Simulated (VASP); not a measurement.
Input:

```
CELL_PARAMETERS angstrom
      3.99416     0.00000     0.00000
      0.00000     3.99416     0.00000
      0.00000     0.00000     3.99416
ATOMIC_POSITIONS crystal
  Zn 0.00000 0.00000 0.00000
  C  0.50000 0.50000 0.50000
  Cr 0.00000 0.50000 0.50000
  Cr 0.50000 0.50000 0.00000
  Cr 0.50000 0.00000 0.50000
```
Starting moments (μB, in the order of the record's atoms Zn C Cr Cr Cr): 0.0 0.0 3.0 3.0 3.0.

The numbers are results of PBE GGA + U (Dudarev), VASP's PBE PAW potentials (set 64) (plane waves; VASP 6.6.1), not measurements. Run with 520 eV cut-off, 5×5×5 Γ-centred mesh, Gaussian smearing of 0.050 eV, potentials Zn C Cr_pv, U − J: Zn 3.00 eV, Cr 3.00 eV.

The moments were started parallel, and other spin orders were not tried in this run.

Give the stress tensor in GPa (positive for a compressed cell).

```
12.85   0.00   0.00
 0.00  12.85   0.00
 0.00   0.00  12.85
```
The pressure is its mean diagonal, 12.85 GPa.

The structure was generated: ZnCr3C was put into the cubic-perovskite type (Pm-3m), which need not be its known phase. The cell was not relaxed at this level. The k-mesh is coarse (spacing up to 0.31 per Å, 2π included), so the numbers may not be converged in it. The run is one of a series of settings (LDAU = .TRUE., LDAUJ = 0 0 0, LDAUL = 2 -1 2, LDAUTYPE = 2, LDAUU = 3.0 0 3.0 against the base run), some of them coarse on purpose.
